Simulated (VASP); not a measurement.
Level of theory: PBE GGA, VASP's PBE PAW potentials (set 64) (plane waves; VASP).

A VASP calculation is set up with these files.

KPOINTS:
```
k-points along high-symmetry lines
10
Line-mode
Reciprocal
  0.000000   0.000000   0.000000 ! GAMMA
 -0.000000   0.500000   0.000000 ! M

 -0.000000   0.500000   0.000000 ! M
 -0.333333   0.666667   0.000000 ! K

 -0.333333   0.666667   0.000000 ! K
  0.000000   0.000000   0.000000 ! GAMMA

  0.000000   0.000000   0.000000 ! GAMMA
  0.000000   0.000000   0.500000 ! A

  0.000000   0.000000   0.500000 ! A
 -0.000000   0.500000   0.500000 ! L

 -0.000000   0.500000   0.500000 ! L
 -0.333333   0.666667   0.500000 ! H

 -0.333333   0.666667   0.500000 ! H
  0.000000   0.000000   0.500000 ! A

 -0.000000   0.500000   0.500000 ! L
 -0.000000   0.500000   0.000000 ! M

 -0.333333   0.666667   0.500000 ! H
 -0.333333   0.666667   0.000000 ! K
```

POSCAR:
```
BN
1
    1.2564379813    -2.1762148131    -0.0000000000
    1.2564379813     2.1762148131    -0.0000000000
    0.0000000000    -0.0000000000     7.6483295463
B N
2 2
Direct
  0.3333330000   0.6666670000   0.2500000000
  0.6666670000   0.3333330000   0.7500000000
  0.6666670000   0.3333330000   0.2500000000
  0.3333330000   0.6666670000   0.7500000000
```

INCAR:
```
ALGO = Normal
EDIFF = 1E-6
ENCUT = 520
GGA = PE
ICHARG = 11
ISMEAR = 0
LASPH = .TRUE.
LCHARG = .FALSE.
LREAL = .FALSE.
LWAVE = .FALSE.
NELM = 100
PREC = Accurate
SIGMA = 0.05
SYSTEM = BN
```

POTCAR, in this order: B N (PBE.64 set). Program: vasp_std. Read from the step before: CHGCAR.

Question: What will the output report for the number of irreducible k-points (NKPTS), largest plane-wave count, number of space-group operations, FFT grid (NGX, NGY, NGZ)?

Answer: 
```
Quantity                                       Value
--------------------------------------  ------------
number of irreducible k-points (NKPTS)            90
largest plane-wave count                        1150
number of space-group operations                  24
FFT grid (NGX, NGY, NGZ)                20 × 20 × 60
```

The compound is BN in the hex structure. It was relaxed first, which changed the volume by +16 %.
